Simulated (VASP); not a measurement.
Consider the following.

CSi has the hexagonal space group P6₃mc (No. 186), the wurtzite structure, Pearson symbol hP4. Conventional cell: a = b = 3.074 Å, c = 5.047 Å, α = β = 90.00°, γ = 120.00°. Si on 2b is coordinated by 4 C at 1.882–1.897 Å (tetrahedral). C on 2b is coordinated by 4 Si at 1.882–1.897 Å (tetrahedral). (Neighbours: up to the widest gap in distance over summed covalent radii, below 1.35, at either atom.)

Method: r2SCAN meta-GGA, VASP's PBE PAW potentials (set 64) (plane waves; VASP 6.6.1). Settings: 600 eV cut-off, 8×8×4 Γ-centred mesh, Gaussian smearing of 0.050 eV, potentials Si C.

Each relaxation starts from this cell; other phases were not tried.

Problem. The cell is relaxed at 2 GPa. What happens?

Solution. The volume per atom goes from 10.33 to 10.23 Å³ (-0.9 %), and the cell becomes a = b = 3.065 Å, c = 5.031 Å, α = β = 90.00°, γ = 120.00°, space group P6_3mc.

Problem. The cell is relaxed at 20 GPa. What happens?

Solution. The volume per atom goes from 10.33 to 9.57 Å³ (-7.4 %), and the cell becomes a = b = 2.998 Å, c = 4.917 Å, α = β = 90.00°, γ = 120.00°, space group P6_3mc.

Failed runs are left out, and for metals the shear rows, which the mesh's noise covers.

The compound is SiC in the wurtzite structure, the rare 2H polytype.
